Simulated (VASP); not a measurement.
Given:

```
SnTe
1.0
    0.00000     3.16000     3.16000
    3.16000     0.00000     3.16000
    3.16000     3.16000     0.00000
Sn Te
1 1
Direct
  0.00000   0.00000   0.00000
  0.50000   0.50000   0.50000
```

Calculation: PW91 GGA, VASP's PBE PAW potentials (set 64) (plane waves; VASP 6.6.1). Run with 520 eV cut-off, 7×7×7 Γ-centred mesh, Gaussian smearing of 0.050 eV, potentials Sn_d Te.

Energy and stress use the plane-wave basis of the starting cell.

The ions, cell shape and volume are relaxed. Predict the relaxed structure.

```
SnTe
1.0
    0.00000     3.20388     3.20388
    3.20388     0.00000     3.20388
    3.20388     3.20388     0.00000
Sn Te
1 1
Direct
  0.00000   0.00000   0.00000
  0.50000   0.50000   0.50000
```
Space group Fm-3m (225), at a tolerance of 0.03 Å.

How do energy and volume change from the first to the last step?

The energy (σ→0) changes by -7.3 meV/atom and the volume by +4.2 %, in 3 ionic steps.

The compound is SnTe in the rock salt structure, which distorts at low temperature. This run relaxes it. Symmetry was kept, so distortions that lower it aren't found.
